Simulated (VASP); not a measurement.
A convergence study with VASP on VN (rock salt): one setting is varied, all else stays as given below, so the limit is that of these other settings.

```
VN
1.0
    0.00000     2.07000     2.07000
    2.07000     0.00000     2.07000
    2.07000     2.07000     0.00000
V N
1 1
Direct
  0.00000   0.00000   0.00000
  0.50000   0.50000   0.50000
```

Calculation: PBE GGA, VASP's PBE PAW potentials (set 64) (plane waves; VASP). The tightest run used: 700 eV cut-off, 21×21×21 Monkhorst-Pack mesh, first-order Methfessel-Paxton smearing of 0.10 eV, potentials V_sv N.

**Question.** The settings run are 1×1×1 mesh; 2×2×2 mesh; 3×3×3 mesh; 4×4×4 mesh; 5×5×5 mesh; 6×6×6 mesh; 7×7×7 mesh; 8×8×8 mesh; 9×9×9 mesh; 10×10×10 mesh; 11×11×11 mesh; 12×12×12 mesh; 13×13×13 mesh; 14×14×14 mesh; 15×15×15 mesh; 16×16×16 mesh; 17×17×17 mesh; 18×18×18 mesh; 19×19×19 mesh; 20×20×20 mesh; 21×21×21 mesh. From which on does the stress (every component) stay within 0.2 GPa of the tightest run?

**Answer.** From 6×6×6 mesh on: it is off by 0.04 there and by no more than 0.2 in any finer run, while 5×5×5 mesh is off by 0.67.
```tsv
setting	E (eV/atom)	pressure (GPa)	irreducible k-points	difference judged (GPa)
1×1×1 mesh	-0.0083	145.41	1	150.12
2×2×2 mesh	-9.7754	-6.37	2	1.66
3×3×3 mesh	-9.4912	0.44	4	5.15
4×4×4 mesh	-9.6606	-4.81	10	0.09
5×5×5 mesh	-9.6788	-5.38	10	0.67
6×6×6 mesh	-9.6512	-4.67	28	0.04
7×7×7 mesh	-9.6543	-4.75	20	0.04
8×8×8 mesh	-9.6529	-4.80	60	0.09
9×9×9 mesh	-9.6473	-4.58	35	0.14
10×10×10 mesh	-9.6514	-4.74	110	0.03
11×11×11 mesh	-9.6508	-4.70	56	0.01
12×12×12 mesh	-9.6504	-4.70	182	0.01
13×13×13 mesh	-9.6527	-4.76	84	0.05
14×14×14 mesh	-9.6513	-4.71	280	0.00
15×15×15 mesh	-9.6509	-4.69	120	0.02
16×16×16 mesh	-9.6512	-4.72	408	0.01
17×17×17 mesh	-9.6501	-4.66	165	0.05
18×18×18 mesh	-9.6509	-4.69	570	0.02
19×19×19 mesh	-9.6508	-4.69	220	0.02
20×20×20 mesh	-9.6512	-4.70	770	0.01
21×21×21 mesh	-9.6514	-4.71	286	0.00
```

VASP warned of too few bands at 3×3×3 mesh; 5×5×5 mesh; 7×7×7 mesh; 8×8×8 mesh; 9×9×9 mesh; 10×10×10 mesh; 11×11×11 mesh; 12×12×12 mesh; 13×13×13 mesh; 14×14×14 mesh; 15×15×15 mesh; 16×16×16 mesh; 17×17×17 mesh; 18×18×18 mesh; 19×19×19 mesh; 20×20×20 mesh; 21×21×21 mesh.

Left out are rungs that failed or repeat a setting and relaxations that didn't move; long series are thinned to 24 rows.

The compound is VN in the rock salt structure, which distorts at low temperature. The cell was not relaxed at this level. The run is not spin-polarised, so no magnetic state was tried.
